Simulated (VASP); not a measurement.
VASP ran on this input.

POSCAR:
```
Tc
1
    1.3974000000    -2.4203680000     0.0000000000
    1.3974000000     2.4203680000     0.0000000000
    0.0000000000     0.0000000000     4.4778000000
Tc
2
Direct
  0.3333330000   0.6666670000   0.2500000000
  0.6666670000   0.3333330000   0.7500000000
```

### INCAR
```
SYSTEM = Tc
PREC = Accurate
ENCUT = 400
EDIFF = 1E-6
NELM = 60
ALGO = VeryFast
LREAL = .FALSE.
LASPH = .TRUE.
ISMEAR = 1
SIGMA = 0.1
GGA = PE
LMAXMIX = 4
LWAVE = .FALSE.
LCHARG = .FALSE.
ISIF = 2
NELMDL = -1
```

**KPOINTS**
```
Automatic mesh
0
Gamma
11 11 6
0 0 0
```

POTCAR, in this order: Tc_pv (PBE.64 set). Program: vasp_std.

Output of the run:

standard output:
```
...
RMM:  24     0.121238513502E+04   -0.51479E+00   -0.50394E+00  4350   0.126E+01    0.666E+01
RMM:  25     0.121191785796E+04   -0.46728E+00   -0.43909E+00  4338   0.118E+01    0.772E+01
RMM:  26     0.121151471919E+04   -0.40314E+00   -0.38926E+00  4352   0.107E+01    0.813E+01
RMM:  27     0.121117516149E+04   -0.33956E+00   -0.34162E+00  4349   0.982E+00    0.788E+01
RMM:  28     0.121087750216E+04   -0.29766E+00   -0.30161E+00  4344   0.911E+00    0.744E+01
RMM:  29     0.121061475914E+04   -0.26274E+00   -0.26925E+00  4350   0.843E+00    0.678E+01
RMM:  30     0.121038563283E+04   -0.22913E+00   -0.23957E+00  4345   0.788E+00    0.578E+01
RMM:  31     0.121018217840E+04   -0.20345E+00   -0.21386E+00  4349   0.735E+00    0.482E+01
RMM:  32     0.120999623175E+04   -0.18595E+00   -0.19416E+00  4347   0.690E+00    0.401E+01
RMM:  33     0.120983297521E+04   -0.16326E+00   -0.16983E+00  4350   0.644E+00    0.316E+01
RMM:  34     0.120967841718E+04   -0.15456E+00   -0.15795E+00  4325   0.606E+00    0.239E+01
RMM:  35     0.120954151000E+04   -0.13691E+00   -0.13678E+00  4348   0.566E+00    0.162E+01
RMM:  36     0.120941125010E+04   -0.13026E+00   -0.12885E+00  4348   0.532E+00    0.938E+00
RMM:  37     0.120929514333E+04   -0.11611E+00   -0.11424E+00  4351   0.497E+00    0.412E+00
RMM:  38     0.120918705170E+04   -0.10809E+00   -0.10530E+00  4351   0.463E+00    0.173E+00
RMM:  39     0.120909255235E+04   -0.94499E-01   -0.92305E-01  4352   0.434E+00    0.252E+00
RMM:  40     0.120900088688E+04   -0.91665E-01   -0.88246E-01  4343   0.407E+00    0.314E+00
RMM:  41     0.120891924561E+04   -0.81641E-01   -0.80773E-01  4339   0.384E+00    0.293E+00
RMM:  42     0.120884438609E+04   -0.74860E-01   -0.74064E-01  4347   0.361E+00    0.282E+00
RMM:  43     0.120877301592E+04   -0.71370E-01   -0.70743E-01  4293   0.342E+00    0.288E+00
RMM:  44     0.120871133807E+04   -0.61678E-01   -0.61571E-01  4243   0.323E+00    0.166E+00
RMM:  45     0.120865685255E+04   -0.54486E-01   -0.54163E-01  4311   0.304E+00    0.139E+00
RMM:  46     0.120860604146E+04   -0.50811E-01   -0.50485E-01  4322   0.286E+00    0.124E+00
RMM:  47     0.120856082634E+04   -0.45215E-01   -0.44854E-01  4332   0.268E+00    0.125E+00
RMM:  48     0.120851889095E+04   -0.41935E-01   -0.41673E-01  4177   0.256E+00    0.180E+00
WARNING in EDDRMM: call to ZHEGV failed, returncode =   6  3      5
RMM:  49     0.120848092906E+04   -0.37962E-01   -0.37590E-01  4334   0.241E+00    0.107E+00
WARNING in EDDRMM: call to ZHEGV failed, returncode =   6  3      3
RMM:  50     0.120844549867E+04   -0.35430E-01   -0.35042E-01  4281   0.227E+00    0.873E-01
RMM:  51     0.120841335873E+04   -0.32140E-01   -0.31806E-01  4278   0.215E+00    0.870E-01
RMM:  52     0.120838368528E+04   -0.29673E-01   -0.29468E-01  4192   0.206E+00    0.998E-01
RMM:  53     0.120835665620E+04   -0.27029E-01   -0.26802E-01  4333   0.196E+00    0.134E+00
RMM:  54     0.120833162779E+04   -0.25028E-01   -0.24837E-01  4301   0.184E+00    0.137E+00
RMM:  55     0.120830909047E+04   -0.22537E-01   -0.22371E-01  4280   0.174E+00    0.119E+00
WARNING in EDDRMM: call to ZHEGV failed, returncode =   6  3      7
RMM:  56     0.120828821059E+04   -0.20880E-01   -0.20733E-01  3966   0.164E+00    0.102E+00
RMM:  57     0.120826937064E+04   -0.18840E-01   -0.18719E-01  4046   0.157E+00    0.788E-01
RMM:  58     0.120825191193E+04   -0.17459E-01   -0.17327E-01  3944   0.148E+00    0.837E-01
RMM:  59     0.120823607297E+04   -0.15839E-01   -0.15720E-01  4165   0.142E+00    0.122E+00
RMM:  60     0.120822140082E+04   -0.14672E-01   -0.14548E-01  4005   0.134E+00

 -----------------------------------------------------------------------------
|                                                                             |
|           W    W    AA    RRRRR   N    N  II  N    N   GGGG   !!!           |
|           W    W   A  A   R    R  NN   N  II  NN   N  G    G  !!!           |
|           W    W  A    A  R    R  N N  N  II  N N  N  G       !!!           |
|           W WW W  AAAAAA  RRRRR   N  N N  II  N  N N  G  GGG   !            |
|           WW  WW  A    A  R   R   N   NN  II  N   NN  G    G                |
|           W    W  A    A  R    R  N    N  II  N    N   GGGG   !!!           |
|                                                                             |
|     The electronic self-consistency was not achieved in the given           |
|     number of steps (NELM). The forces and other quantities evaluated       |
|     might not be reliable so examine the results carefully. If you find     |
|     spurious results, we suggest increasing NELM, if you were close to      |
|     convergence or switching to a different ALGO or adjusting the           |
|     density mixing parameters otherwise.                                    |
|                                                                             |
 -----------------------------------------------------------------------------

   1 F= 0.12082214E+04 E0= 0.12082208E+04  d E =0.184767E-02
```

### OUTCAR
```
------------------------ aborting loop EDIFF was not reached (unconverged)  ----------------------------
  FORCE on cell =-STRESS in cart. coord.  units (eV):
  Direction    XX          YY          ZZ          XY          YZ          ZX
  --------------------------------------------------------------------------------------
  Total       50.9193106     50.9193191     53.2513899     -0.0000000     -0.0000000      0.0000000
  in kB     2693.3715517   2693.3720001   2816.7266381     -0.0000000     -0.0000000      0.0000000
  external PRESSURE =    2734.4900633 kB  Pullay stress =       0.0000000 kB
  volume of cell :       30.29
      direct lattice vectors                 reciprocal lattice vectors
     1.397400000 -2.420368000  0.000000000     0.357807357 -0.206580156  0.000000000
     1.397400000  2.420368000  0.000000000     0.357807357  0.206580156  0.000000000
     0.000000000  0.000000000  4.477800000     0.000000000  0.000000000  0.223323954
 POSITION                                       TOTAL-FORCE (eV/Angst)
 -----------------------------------------------------------------------------------
      1.39740      0.80679      1.11945        -0.000000     -0.000000      0.000000
      1.39740     -0.80679      3.35835         0.000000      0.000000      0.000000
 -----------------------------------------------------------------------------------
    total drift:                                0.000035      0.000079      0.000027
  FREE ENERGIE OF THE ION-ELECTRON SYSTEM (eV)
  ---------------------------------------------------
  free  energy   TOTEN  =      1208.2214008216 eV

  energy  without entropy=     1208.2195531500  energy(sigma->0) =     1208.22078493
```
(Selected blocks of OUTCAR.)

Question: Read the log: what went wrong, and how is it fixed?

Answer: The cause: ALGO = VeryFast starts from random orbitals with almost no delay (NELMDL = -1). Convergence was not reached. Against the sound run, the energy per atom (σ→0) rises by 614.430 eV/atom; the pressure rises by 288.05 GPa. To mend it, set ALGO = Normal, remove NELMDL.

The mended run (PBE GGA, plane waves, VASP's PBE PAW potentials (set 64)) converges, and its OSZICAR ends with
```
   1 F= -.20638140E+02 E0= -.20638593E+02  d E =0.135819E-02
```

The compound is Tc in the hcp structure. The cell was not relaxed at this level.
